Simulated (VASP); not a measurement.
Calculation: G0W0 on PBE orbitals, VASP's PBE PAW potentials (set 64) (plane waves; VASP 6.6.1).

VASP input:

### POSCAR
```
SrCl2
1
    0.0000000000     3.4900000000     3.4900000000
    3.4900000000     0.0000000000     3.4900000000
    3.4900000000     3.4900000000     0.0000000000
Sr Cl
1 2
Direct
  0.0000000000   0.0000000000   0.0000000000
  0.2500000000   0.2500000000   0.2500000000
  0.7500000000   0.7500000000   0.7500000000
```

KPOINTS:
```
kpoints
0
gamma
 4 4 4
0 0 0
```

INCAR:
```
ALGO=EVGW0
ENCUT=500
ENCUTGW=180
GGA=PE
ISMEAR=0
LASPH=.TRUE.
LCHARG=.FALSE.
LREAL=.FALSE.
LSPECTRALGW=.TRUE.
LWAVE=.TRUE.
NBANDS=192
NBANDSGW=22
NELMGW=1
NOMEGA=64
PREC=Normal
SIGMA=0.01
SYSTEM=SrCl2
```

POTCAR, in this order: Sr_sv_GW Cl_GW (PBE.64 set). Program: vasp_std. Read from the step before: W*.

What VASP printed:

OSZICAR:
```
energies w=
    0.000    0.000    0.850    0.000    1.699    0.000    2.544    0.000
    3.383    0.000    4.215    0.000    5.039    0.000    5.854    0.000
    6.658    0.000    7.452    0.000    8.235    0.000    9.008    0.000
    9.769    0.000   10.521    0.000   11.263    0.000   11.997    0.000
   12.722    0.000   13.442    0.000   14.155    0.000   14.865    0.000
   15.571    0.000   16.276    0.000   16.981    0.000   17.688    0.000
   18.398    0.000   19.113    0.000   19.836    0.000   20.567    0.000
   21.309    0.000   22.065    0.000   22.837    0.000   23.628    0.000
   24.441    0.000   25.278    0.000   26.145    0.000   27.044    0.000
   27.981    0.000   28.961    0.000   29.989    0.000   31.072    0.000
   32.219    0.000   33.438    0.000   34.740    0.000   36.136    0.000
   37.643    0.000   39.277    0.000   41.059    0.000   43.015    0.000
   45.176    0.000   47.582    0.000   50.279    0.000   53.331    0.000
   56.817    0.000   60.841    0.000   65.542    0.000   71.110    0.000
   77.813    0.000   86.037    0.000   96.361    0.000  109.700    0.000
  127.583    0.000  152.770    0.000  190.818    0.000  254.805    0.000
NQ=   1    0.0000    0.0000    0.0000,
 performed        344000 updates of chi_q(r,r)
NQ=   2    0.2500    0.0000    0.0000,
 performed        992000 updates of chi_q(r,r)
NQ=   3    0.5000    0.0000    0.0000,
 performed       1488000 updates of chi_q(r,r)
NQ=   4    0.2500    0.2500    0.0000,
 performed       2077000 updates of chi_q(r,r)
NQ=   5    0.5000    0.2500    0.0000,
 performed       2860000 updates of chi_q(r,r)
NQ=   6   -0.2500    0.2500    0.0000,
 performed       3558000 updates of chi_q(r,r)
NQ=   7    0.5000    0.5000    0.0000,
 performed       4020000 updates of chi_q(r,r)
NQ=   8   -0.2500    0.5000    0.2500,
 performed       4617000 updates of chi_q(r,r)
 resolving degeneracies of screened two electron integrals
```

OUTCAR:
```


 k-point   1 :       0.0000    0.0000    0.0000
  band No.  KS-energies  QP-energies   sigma(KS)   V_xc(KS)     V^pw_x(r,r')   Z            occupation Imag(sigma)

      1     -32.2527     -33.7926     -19.9450     -17.4686     -28.9602       0.6218       2.0000       0.7113
      2     -14.2402     -16.7139     -19.6523     -16.5456     -23.0186       0.7962       2.0000       0.1720
      3     -14.2402     -16.7139     -19.6523     -16.5456     -23.0186       0.7962       2.0000       0.1720
      4     -14.2402     -16.7139     -19.6523     -16.5456     -23.0186       0.7962       2.0000       0.1720
      5     -12.7145     -13.8660     -16.6719     -14.9491     -24.2486       0.6684       2.0000       1.2410
      6     -11.8695     -12.9934     -17.3668     -15.6875     -24.6939       0.6693       2.0000       1.0594
      7      -1.5304      -3.3087     -15.3888     -13.0958     -17.9033       0.7755       2.0000       0.1273
      8      -1.5304      -3.3087     -15.3888     -13.0958     -17.9033       0.7755       2.0000       0.1273
      9      -1.5304      -3.3087     -15.3888     -13.0958     -17.9033       0.7755       2.0000       0.1273
     10       0.2492      -1.3474     -16.5400     -14.5130     -18.7601       0.7876       2.0000       0.0952
     11       0.2492      -1.3474     -16.5400     -14.5130     -18.7601       0.7876       2.0000       0.0952
     12       0.2492      -1.3474     -16.5400     -14.5130     -18.7601       0.7876       2.0000       0.0952
     13       5.9189       6.4946      -6.9781      -7.6566      -3.7110       0.8486       0.0000      -0.0765
     14       6.6874       7.9295      -8.1527      -9.6393      -4.6395       0.8355       0.0000      -0.0860
     15       6.6874       7.9295      -8.1527      -9.6393      -4.6395       0.8355       0.0000      -0.0860
     16       9.5567      10.4639      -7.1911      -8.2761      -3.7512       0.8361       0.0000      -0.0964
     17       9.5567      10.4639      -7.1911      -8.2761      -3.7512       0.8361       0.0000      -0.0964
     18       9.5567      10.4639      -7.1911      -8.2761      -3.7512       0.8361       0.0000      -0.0964
     19       9.9088      11.7917     -10.8541     -13.1885      -6.7909       0.8066       0.0000      -0.1228
     20       9.9088      11.7917     -10.8541     -13.1885      -6.7909       0.8066       0.0000      -0.1228
     21       9.9088      11.7917     -10.8541     -13.1885      -6.7909       0.8066       0.0000      -0.1228
     22      14.2447      16.0776      -9.8488     -12.1554      -5.4639       0.7946       0.0000      -0.2182

 k-point   2 :       0.2500    0.0000    0.0000
  band No.  KS-energies  QP-energies   sigma(KS)   V_xc(KS)     V^pw_x(r,r')   Z            occupation Imag(sigma)

      1     -32.2511     -33.7902     -19.9421     -17.4709     -28.9610       0.6228       2.0000       0.7099
      2     -14.4057     -16.7204     -19.2210     -16.2333     -23.0758       0.7748       2.0000       0.3039
      3     -14.2472     -16.7245     -19.6450     -16.5344     -23.0167       0.7964       2.0000       0.1764
      4     -14.2472     -16.7245     -19.6450     -16.5344     -23.0167       0.7964       2.0000       0.1764
      5     -12.4364     -13.6610     -17.1256     -15.3237     -24.2891       0.6796       2.0000       1.1155
      6     -11.9671     -13.1142     -17.3461     -15.6373     -24.6101       0.6712       2.0000       1.0617
      7      -1.3144      -3.0761     -15.4795     -13.2172     -17.9466       0.7787       2.0000       0.1221
      8      -1.3144      -3.0761     -15.4795     -13.2172     -17.9466       0.7787       2.0000       0.1221
      9      -1.1666      -2.9242     -15.6053     -13.3537     -18.0542       0.7806       2.0000       0.1185
     10      -0.3335      -1.9881     -15.8555     -13.7502     -18.0901       0.7859       2.0000       0.1018
     11      -0.0536      -1.6834     -16.2633     -14.1909     -18.5132       0.7865       2.0000       0.0988
     12      -0.0536      -1.6834     -16.2633     -14.1909     -18.5132       0.7865       2.0000       0.0988
     13       7.0300       7.7032      -7.4943      -8.2958      -4.2023       0.8400       0.0000      -0.0817
     14       7.0751       8.3546      -8.3913      -9.9315      -4.8026       0.8308       0.0000      -0.0911
     15       7.0751       8.3546      -8.3913      -9.9315      -4.8026       0.8308       0.0000      -0.0911
     16       8.3566       9.5893      -8.3682      -9.8498      -4.7813       0.8321       0.0000      -0.0913
     17       9.2026      10.7945      -9.6541     -11.5964      -5.8634       0.8196       0.0000      -0.1047
     18       9.2026      10.7945      -9.6541     -11.5964      -5.8634       0.8196       0.0000      -0.1047
     19      10.1918      11.4897      -9.0503     -10.6459      -5.1611       0.8134       0.0000      -0.1234
     20      10.8399      12.0696      -8.4665      -9.9689      -4.6638       0.8185       0.0000      -0.1206
     21      10.8399      12.0696      -8.4665      -9.9689      -4.6638       0.8185       0.0000      -0.1206
     22      13.8174      15.4338      -9.2573     -11.2806      -5.0043       0.7989       0.0000      -0.1897

 k-point   3 :       0.5000    0.0000    0.0000
  band No.  KS-energies  QP-energies   sigma(KS)   V_xc(KS)     V^pw_x(r,r')   Z            occupation Imag(sigma)

      1     -32.2495     -33.7912     -19.9392     -17.4731     -28.9618       0.6251       2.0000       0.7084
      2     -14.5291     -16.7731     -19.0026     -16.0663     -23.0935       0.7642       2.0000       0.3660
      3     -14.2541     -16.7327     -19.6378     -16.5233     -23.0150       0.7958       2.0000       0.1807
      4     -14.2541     -16.7327     -19.6378     -16.5233     -23.0150       0.7958       2.0000       0.1807
      5     -12.3177     -13.4454     -16.9833     -15.2845     -24.4468       0.6638       2.0000       1.1494
      6     -11.9347     -13.2133     -17.7304     -15.8846     -24.4706       0.6927       2.0000       0.9728
      7      -0.9705      -2.6892     -15.5136     -13.3117     -17.8816       0.7805       2.0000       0.1143
      8      -0.9705      -2.6892     -15.5136     -13.3117     -17.8816       0.7805       2.0000       0.1143
      9      -0.9063      -2.6235     -15.5715     -13.3728     -17.9216       0.7810       2.0000       0.1128
     10      -0.7288      -2.4584     -15.6441     -13.4402     -17.9867       0.7848       2.0000       0.1086
     11      -0.4586      -2.1452     -16.1346     -13.9834     -18.4841       0.7840       2.0000       0.1060
     12      -0.4586      -2.1452     -16.1346     -13.9834     -18.4841       0.7840       2.0000       0.1060
     13       7.3090       8.6317      -8.3464      -9.9397      -4.6600       0.8301       0.0000      -0.0958
     14       7.3090       8.6317      -8.3464      -9.9397      -4.6600       0.8301       0.0000      -0.0958
     15       8.1064       9.6665      -9.4523     -11.3461      -5.6124       0.8237       0.0000      -0.0980
     16       8.4270       8.9264      -6.6217      -7.2158      -3.4214       0.8406       0.0000      -0.0910
     17       9.2080      10.9314     -10.3818     -12.5034      -6.4962       0.8123       0.0000      -0.1101
     18       9.2080      10.9314     -10.3818     -12.5034      -6.4962       0.8123       0.0000      -0.1101
     19       9.3413      10.4466      -8.8049     -10.1492      -5.0632       0.8222       0.0000      -0.1018
     20      12.1313      13.2933      -8.3698      -9.8026      -4.4302       0.8110       0.0000      -0.1366
     21      12.1313      13.2933      -8.3698      -9.8026      -4.4302       0.8110       0.0000      -0.1366
     22      13.2173      14.5218      -8.3736      -9.9779      -4.3823       0.8131       0.0000      -0.1512

 k-point   4 :       0.2500    0.2500    0.0000
  band No.  KS-energies  QP-energies   sigma(KS)   V_xc(KS)     V^pw_x(r,r')   Z            occupation Imag(sigma)

      1     -32.2506     -33.7905     -19.9412     -17.4716     -28.9613       0.6236       2.0000       0.7093
      2     -14.4435     -16.7112     -19.1167     -16.1694     -23.0992       0.7694       2.0000       0.3344
      3     -14.2568     -16.7325     -19.6331     -16.5176     -23.0121       0.7946       2.0000       0.1824
      4     -14.2568     -16.7325     -19.6331     -16.5176     -23.0121       0.7946       2.0000       0.1824
      5     -12.3153     -13.5864     -17.3713     -15.5179     -24.2893       0.6858       2.0000       1.0528
      6     -12.0249     -13.1463     -17.2316     -15.5461     -24.6067       0.6653       2.0000       1.0887
      7      -1.4313      -3.2168     -15.4965     -13.1997     -18.0074       0.7774       2.0000       0.1246
      8      -1.4313      -3.2168     -15.4965     -13.1997     -18.0074       0.7774       2.0000       0.1246
      9      -1.1329      -2.8890     -15.2631     -13.0179     -17.6331       0.7821       2.0000       0.1161
     10      -0.6078      -2.2822     -15.8740     -13.7351     -18.1954       0.7828       2.0000       0.1078
     11       0.2567      -1.3312     -16.5613     -14.5463     -18.7759       0.7881       2.0000       0.0952
     12       0.2567      -1.3312     -16.5613     -14.5463     -18.7759       0.7881       2.0000       0.0952
     13       6.6402       7.7487      -7.8817      -9.2044      -4.4153       0.8380       0.0000      -0.0849
     14       7.2487       8.5629      -8.2831      -9.8643      -4.6248       0.8311       0.0000      -0.0934
     15       7.3701       7.9862      -7.2986      -8.0320      -4.0124       0.8400       0.0000      -0.0843
     16       8.6710      10.1881      -9.2155     -11.0542      -5.5114       0.8250       0.0000      -0.0975
     17       8.6710      10.1881      -9.2155     -11.0542      -5.5114       0.8250       0.0000      -0.0975
     18       9.0601      10.7580     -10.3601     -12.4465      -6.4527       0.8138       0.0000      -0.1083
     19       9.6247      10.8029      -8.2458      -9.6730      -4.5533       0.8255       0.0000      -0.1043
     20      11.7991      12.9971      -8.6450     -10.1338      -4.6393       0.8047       0.0000      -0.1479
     21      11.7991      12.9971      -8.6450     -10.1338      -4.6393       0.8047       0.0000      -0.1479
     22      12.5212      14.0137      -8.7826     -10.6286      -4.7320       0.8085       0.0000      -0.1438

 k-point   5 :       0.5000    0.2500    0.0000
  band No.  KS-energies  QP-energies   sigma(KS)   V_xc(KS)     V^pw_x(r,r')   Z            occupation Imag(sigma)

      1     -32.2490     -33.7962     -19.9383     -17.4738     -28.9621       0.6278       2.0000       0.7078
...
```
(Selected blocks of OUTCAR.)

The mesh is coarse and the basis finite, so the quasiparticle values are not converged.

The compound is SrCl2 in the fluorite structure. The cell was not relaxed at this level.
